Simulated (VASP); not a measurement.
Given:

```
CELL_PARAMETERS angstrom
      0.00000     1.95231     1.95231
      1.95231     0.00000     1.95231
      1.95231     1.95231     0.00000
ATOMIC_POSITIONS crystal
  Rh 0.00000 0.00000 0.00000
```

All values below come from PBE GGA, VASP's PBE PAW potentials (set 64) (plane waves; VASP). Run with 520 eV cut-off, 16×16×16 Γ-centred mesh, first-order Methfessel-Paxton smearing of 0.10 eV, potentials Rh_pv.

Question: The job: Rh (fcc), 1 atom, PBE, static run, 520 eV, 16×16×16 Γ-centred mesh. Roughly how much core time does it take on a busy server core?

Answer: About 40 core-seconds (one run on a shared machine, a rough figure). It had 145 irreducible k-points, 11 bands, up to 415 plane waves and 11 electronic steps.

The compound is Rh in the fcc structure. This cell is one point of a volume scan, at 1.06 of the reference volume.
